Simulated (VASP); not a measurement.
VASP input:

INCAR:
```
SYSTEM = NaI
PREC = Accurate; ENCUT = 520; LREAL = F
LASPH = T
EDIFF = 1E-6; NELM = 100; ALGO = Normal
LMAXMIX = 4
ISMEAR = 0; SIGMA = 0.05
GGA = 91
IBRION = 2; NSW = 60; ISIF = 3
EDIFFG = -0.01
LWAVE = F; LCHARG = F
```

### KPOINTS
```
Automatic mesh
0
Gamma
7 7 7
0 0 0
```

POSCAR:
```
NaI
1
    0.0000000000     3.2350000000     3.2350000000
    3.2350000000     0.0000000000     3.2350000000
    3.2350000000     3.2350000000     0.0000000000
Na I
1 1
Direct
  0.0000000000   0.0000000000   0.0000000000
  0.5000000000   0.5000000000   0.5000000000
```

POTCAR, in this order: Na_pv I (PBE.64 set). Program: vasp_std.

Problem. Translate this PW91 calculation to Quantum ESPRESSO's pw.x.

Solution. One equivalent input (not run):
```
&CONTROL
  calculation = 'vc-relax'
  pseudo_dir = './pseudo'
  outdir = './out'
  tprnfor = .true.
  tstress = .true.
  nstep = 60
  forc_conv_thr = 0.00039
/
&SYSTEM
  ibrav = 0
  nat = 2
  ntyp = 2
  ecutwfc = 88
  occupations = 'smearing'
  smearing = 'gaussian'
  degauss = 0.003675
  input_dft = 'pw91'
/
&ELECTRONS
  conv_thr = 7.3e-08
  electron_maxstep = 100
/
&IONS
/
&CELL
/
ATOMIC_SPECIES
  Na 22.990 Na.upf
  I 126.904 I.upf
CELL_PARAMETERS angstrom
     0.0000000    3.2350000    3.2350000
     3.2350000    0.0000000    3.2350000
     3.2350000    3.2350000    0.0000000
ATOMIC_POSITIONS crystal
  Na   0.0000000  0.0000000  0.0000000
  I    0.5000000  0.5000000  0.5000000
K_POINTS automatic
  7 7 7 0 0 0
```
Limits of the translation: the potentials are each code's own (VASP's PAW set, PseudoDojo norm-conserving files in pw.x), so ENCUT and ecutwfc are chosen apart and not converted; conv_thr bounds pw.x's estimated SCF error, while EDIFF bounds the energy change between steps; forc_conv_thr acts on force components and is met together with etot_conv_thr.

The compound is NaI in the rock salt structure. This run relaxes it. Symmetry was kept, so distortions that lower it aren't found.
